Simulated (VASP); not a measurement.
An input for Quantum ESPRESSO's pw.x (written as the equivalent of a VASP run, and not itself run):

```
&CONTROL
  calculation = 'scf'
  pseudo_dir = './pseudo'
  outdir = './out'
  tprnfor = .true.
  tstress = .true.
/
&SYSTEM
  ibrav = 0
  nat = 2
  ntyp = 2
  ecutwfc = 96
  occupations = 'smearing'
  smearing = 'methfessel-paxton'
  degauss = 0.01999
  input_dft = 'pbe'
/
&ELECTRONS
  conv_thr = 7.3e-08
  electron_maxstep = 100
/
ATOMIC_SPECIES
  Al 26.982 Al.upf
  Co 58.933 Co.upf
CELL_PARAMETERS angstrom
     2.8194000    0.0000000    0.0000000
     0.0000000    2.8194000    0.0000000
     0.0000000    0.0000000    2.8194000
ATOMIC_POSITIONS crystal
  Al   0.0045020 -0.0004610 -0.0038080
  Co   0.4954980  0.5004610  0.5038080
K_POINTS automatic
  8 8 8 0 0 0
```

**Question.** Translate this input to VASP (INCAR, KPOINTS, POSCAR, choice of POTCAR).

**Answer.** One answer among several that fit: 
File KPOINTS:
```
K-points
0
Gamma
8 8 8
```

### INCAR
```
ALGO = Normal   # blocked Davidson
LMAXMIX = 4   # l cut-off of mixed one-centre charges
LWAVE = .FALSE.
ISIF = 2   # forces and stress, cell fixed
LCHARG = .FALSE.
ENCUT = 300
LASPH = .TRUE.
LREAL = .FALSE.
EDIFF = 1E-6
PREC = Accurate
SYSTEM = AlCo
ISMEAR = 1
NELM = 100   # most electronic steps
SIGMA = 0.272   # width (eV)
GGA = PE
```

POSCAR:
```
AlCo
1
    2.8194000000     0.0000000000     0.0000000000
    0.0000000000     2.8194000000     0.0000000000
    0.0000000000     0.0000000000     2.8194000000
Al Co
1 1
Direct
  0.0045020000  -0.0004610000  -0.0038080000
  0.4954980000   0.5004610000   0.5038080000
```

POTCAR, in this order: Al Co (PBE.64 set). Program: vasp_std.

The two are equivalent in intent, not identical: the potentials are each code's own (VASP's PAW set, PseudoDojo norm-conserving files in pw.x), so ENCUT and ecutwfc are chosen apart and not converted; conv_thr bounds pw.x's estimated SCF error, while EDIFF bounds the energy change between steps.

The structure comes from a computed database's AlCo entry; how it stands against other phases isn't given here. The cell was not relaxed at this level, atoms are displaced from their ideal sites.
